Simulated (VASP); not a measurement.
All values below come from PBE GGA, VASP's PBE PAW potentials (set 64) (plane waves; VASP).

Input for VASP

**INCAR**
```
ALGO=Normal
EDIFF=1E-6
ENCUT=300
GGA=PE
ISIF=2
ISMEAR=-1
LASPH=.True.
LCHARG=.False.
LMAXMIX=4
LREAL=.False.
LWAVE=.False.
NELM=100
PREC=Accurate
SIGMA=0.1
SYSTEM=In
```

### KPOINTS
```
Automatic mesh
0
Gamma
19 19 19
0 0 0
```

POSCAR:
```
In
1
   -1.6052890000     1.6052890000     2.4555070000
    1.6052890000    -1.6052890000     2.4555070000
    1.6052890000     1.6052890000    -2.4555070000
In
1
Direct
  0.0000000000   0.0000000000   0.0000000000
```

POTCAR, in this order: In_d (PBE.64 set). Program: vasp_std.

The resulting files:

OSZICAR:
```
       N       E                     dE             d eps       ncg     rms          rms(c)
DAV:   1     0.571946176970E+02    0.57195E+02   -0.48921E+03 11240   0.114E+03
DAV:   2    -0.623917508250E+00   -0.57819E+02   -0.56930E+02 11218   0.241E+02
DAV:   3    -0.253291721728E+01   -0.19090E+01   -0.19048E+01 12784   0.526E+01
DAV:   4    -0.257235612067E+01   -0.39439E-01   -0.39431E-01 14234   0.713E+00
DAV:   5    -0.257387120591E+01   -0.15151E-02   -0.15151E-02 13230   0.116E+00    0.245E+00
DAV:   6    -0.255002861470E+01    0.23843E-01   -0.40923E-02 12542   0.443E+00    0.124E+00
DAV:   7    -0.254431685144E+01    0.57118E-02   -0.13835E-02 12846   0.242E+00    0.260E-01
DAV:   8    -0.254388908905E+01    0.42776E-03   -0.70341E-04 12426   0.538E-01    0.324E-02
DAV:   9    -0.254389323561E+01   -0.41466E-05   -0.12042E-05 15406   0.457E-02    0.109E-02
DAV:  10    -0.254389335061E+01   -0.11500E-06   -0.68034E-07  7030   0.116E-02
   1 F= -.25438934E+01 E0= -.25367457E+01  d E =-.142953E-01
```

File OUTCAR:
```
------------------------ aborting loop because EDIFF is reached ----------------------------------------
  FORCE on cell =-STRESS in cart. coord.  units (eV):
  Direction    XX          YY          ZZ          XY          YZ          ZX
  --------------------------------------------------------------------------------------
  Total        0.4976993      0.4976993      0.4764613      0.0000000      0.0000000      0.0000000
  in kB       31.5043119     31.5043119     30.1599463      0.0000000      0.0000000      0.0000000
  external PRESSURE =      31.0561901 kB  Pullay stress =       0.0000000 kB
  volume of cell :       25.31
      direct lattice vectors                 reciprocal lattice vectors
    -1.605289000  1.605289000  2.455507000     0.000000000  0.311470396  0.203623936
     1.605289000 -1.605289000  2.455507000     0.311470396  0.000000000  0.203623936
     1.605289000  1.605289000 -2.455507000     0.311470396  0.311470396  0.000000000
 POSITION                                       TOTAL-FORCE (eV/Angst)
 -----------------------------------------------------------------------------------
      0.00000      0.00000      0.00000         0.000000      0.000000     -0.000000
 -----------------------------------------------------------------------------------
    total drift:                                0.000000     -0.000000      0.000000
  FREE ENERGIE OF THE ION-ELECTRON SYSTEM (eV)
  ---------------------------------------------------
  free  energy   TOTEN  =        -2.5438933506 eV

  energy  without entropy=       -2.5295980166  energy(sigma->0) =       -2.53674568
```
(Selected blocks of OUTCAR.)

At this cut-off the stress carries a Pulay error, which pulls relaxed volumes low.

The structure comes from a computed database's In entry; how it stands against other phases isn't given here. The cell was not relaxed at this level.
